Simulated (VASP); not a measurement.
The system is SnC3.

```
C Sn
1.0
     1.55441    0.89744    5.17135
    -1.55441    0.89744    5.17135
     0.00000   -1.79488    5.17135
C Sn
3 1
Direct
  0.01439 0.01439 0.01439
  0.47725 0.47725 0.47725
  0.38316 0.38316 0.38316
  0.87520 0.87520 0.87520
```

The cell was built by a generator and needn't be a form met in nature.

The cell isn't the ideal one: biaxial_xy strain -0.8%.

Base run:

- Program: VASP 6.6.1
- Functional: PBE
- Potentials or basis: VASP PAW PBE potentials, release 64 (C, Sn_d)
- Cutoff: 520 eV
- k mesh: 10 × 10 × 10
- Occupations: fermi-dirac, width 0.02 eV
- Spin: no spin polarisation

Its results: band gap on the k mesh 0.08 eV, direct; pressure 5.1 GPa; largest force 0.221 eV/Å.

Task: The run is repeated on the same cell with these changes: functional from PBE to r2SCAN; further incar settings from ALGO = Fast; EDIFF = 1e-06; NBANDS = 21 to ALGO = Normal; EDIFF = 1e-06; NBANDS = 21. What comes out?

Result: Band gap on the k mesh 0.04 eV, direct; pressure 2.8 GPa; largest force 0.041 eV/Å.

Caveats: spin-orbit coupling is left out, which moves the levels of the heavy elements; the PAW data sets were made with another functional, which shifts forces and pressure a little (some runs).

A k mesh can miss the band edges.
